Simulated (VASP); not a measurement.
GeH4, in a box:

```
Ge H
1.0
    12.80089    0.00000    0.00000
     0.00000   13.30089    0.00000
     0.00000    0.00000   13.80089
Ge H
1 4
Direct
  0.50000 0.50376 0.50000
  0.40086 0.46650 0.44902
  0.47707 0.52022 0.60789
  0.58679 0.42515 0.48887
  0.53527 0.60316 0.45422
```

Base run:

```yaml
Program: VASP 6.6.1
Functional: rev-vdW-DF2
Potentials_or_basis: VASP PAW PBE potentials, release 64 (Ge_d, H)
Cutoff: 400 eV
k_mesh: 1 × 1 × 1
Occupations: gaussian, width 0.01 eV
Spin: no spin polarisation
```

Its results: gap between the frontier levels 7.29 eV; largest force 0.004 eV/Å.

Task: The run is repeated on the same cell with these changes: functional from rev-vdW-DF2 to RPBE. What comes out?

Result: Gap between the frontier levels 7.44 eV; largest force 0.065 eV/Å.

Caveats: the PAW data sets were made with another functional, which shifts forces and pressure a little.

